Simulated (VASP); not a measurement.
Crystal: BaZr2O3.

```
Ba Zr O
1.0
     2.16837   -6.46983    0.00000
     2.16837    6.46983    0.00000
     0.00000    0.00000    3.74303
Ba Zr O
1 2 3
Direct
  0.00000 0.00000 0.50000
  0.66460 0.33540 0.00000
  0.33540 0.66460 0.00000
  0.16720 0.83280 0.00000
  0.83280 0.16720 0.00000
  0.50000 0.50000 0.00000
```

The cell was built by a generator and needn't be a form met in nature.

Base run:

```yaml
Program: VASP 6.6.1
Functional: PBEsol
Potentials_or_basis: VASP PAW PBE potentials, release 64 (Ba_sv, Zr_sv, O)
Cutoff: 520 eV
k_mesh: 8 × 8 × 8
Occupations: gaussian, width 0.1 eV
Spin: no spin polarisation
```

Its results: pressure -4.5 GPa; largest force 0.062 eV/Å.

**Question.** The run is repeated on the same cell with these changes: functional from PBEsol to PBE. What comes out?

**Answer.** Pressure 0.0 GPa; largest force 0.004 eV/Å.

PBE binds less tightly than PBEsol, so the same cell stands under more pressure.

Caveats: the PAW data sets were made with another functional, which shifts forces and pressure a little (some runs).
